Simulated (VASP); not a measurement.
Method: PBE GGA, VASP's PBE PAW potentials (set 64) (plane waves; VASP).

VASP input:

### KPOINTS
```
kpoints
0
G
  17 17 17
0 0 0
```

POSCAR:
```
InP
1
    0.0000000000     2.9779739867     2.9779739867
    2.9779739867     0.0000000000     2.9779739867
    2.9779739867     2.9779739867     0.0000000000
In P
1 1
Direct
  0.0000000000   0.0000000000   0.0000000000
  0.2500000000   0.2500000000   0.2500000000
```

### INCAR
```
# general
SYSTEM  = InP
PREC    = Accurate
ENCUT   = 400
LREAL   = F
LASPH   = T
NBANDS  = 39

# electronic loop
EDIFF   = 1E-7
NELM    = 100
ALGO    = Normal
LMAXMIX = 4

# smearing
ISMEAR  = 0
SIGMA   = 0.01

# functional
GGA     = PE

# output
LWAVE   = F
LCHARG  = F
NEDOS   = 1001

# other
LOPTICS = T
CSHIFT  = 0.1
```

POTCAR, in this order: In_d P (PBE.64 set). Program: vasp_std.

The dielectric response may not be converged in the k-mesh; for small gaps it tends to come out too large. Unless said otherwise, spin-orbit coupling is left out, though it shifts the bands of the heavy elements here.

Question: Estimate the energy per atom (σ→0), band gap (on the k-mesh).

Answer: 
```json
{
  "energy per atom (σ→0)": "-405.7 kJ/mol of atoms",
  "band gap (on the k-mesh)": "0.45 eV"
}
```

**OSZICAR**
```
...
DAV:   9    -0.840837877465E+01   -0.52256E-03   -0.57312E-04 16033   0.102E-01    0.109E-01
DAV:  10    -0.840856583567E+01   -0.18706E-03   -0.90604E-05 16311   0.723E-02    0.444E-02
DAV:  11    -0.840861856406E+01   -0.52728E-04   -0.35354E-05 15240   0.325E-02    0.765E-03
DAV:  12    -0.840862067275E+01   -0.21087E-05   -0.19289E-06 16826   0.445E-03    0.671E-03
DAV:  13    -0.840862149172E+01   -0.81897E-06   -0.92497E-07 15211   0.275E-03    0.162E-03
DAV:  14    -0.840862147812E+01    0.13601E-07   -0.24422E-08 16794   0.879E-04
   1 F= -.84086215E+01 E0= -.84086215E+01  d E =-.167647E-12
 imaginary and real dielectric function
```

The compound is InP in the zinc blende structure. It was relaxed first.
